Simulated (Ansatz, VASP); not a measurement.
**One calculation of TiB2N3, two programs**

```
Ti B N
1.0
     3.22740    0.00000    0.00000
     0.00000    3.22740    0.00000
     0.00000    0.00000    4.82559
Ti B N
1 2 3
Direct
  0.00000 0.00000 0.11294
  0.00000 0.00000 0.64943
  0.50000 0.50000 0.32179
  0.50000 0.00000 0.75840
  0.00000 0.50000 0.75840
  0.50000 0.50000 0.64015
```

Alike in both runs: task relaxation of cell and atoms; functional PBE; k mesh 6 × 6 × 4; occupations gaussian, width 0.1 eV; no spin polarisation.

|  | VASP | Ansatz |
| --- | --- | --- |
| version | VASP 6.6.1 | Ansatz 0.2.0 |
| potentials or method | VASP PAW PBE potentials, release 64 (Ti_sv, B, N) | scalar-relativistic, plane waves, PAW |
| plane-wave cutoff (eV) | 600 | 420 |
| valence electrons in the cell | 33 | 33 |

VASP gave:

```
gap on the k mesh at the Fermi level, each at its own relaxed structure (eV) : none
relaxed volume (Å³/atom)                                                     : 8.43
relaxed cell length with the largest relative difference (Å)                 : 4.782
energy change over the relaxation (meV/atom)                                 : -7
```

Which values does Ansatz return?

gap on the k mesh at the Fermi level, each at its own relaxed structure (eV): none; relaxed volume (Å³/atom): 8.42; relaxed cell length with the largest relative difference (Å): 4.771; energy change over the relaxation (meV/atom): -7.

A gap of «none» marks a metal or a gap that the smearing closes.
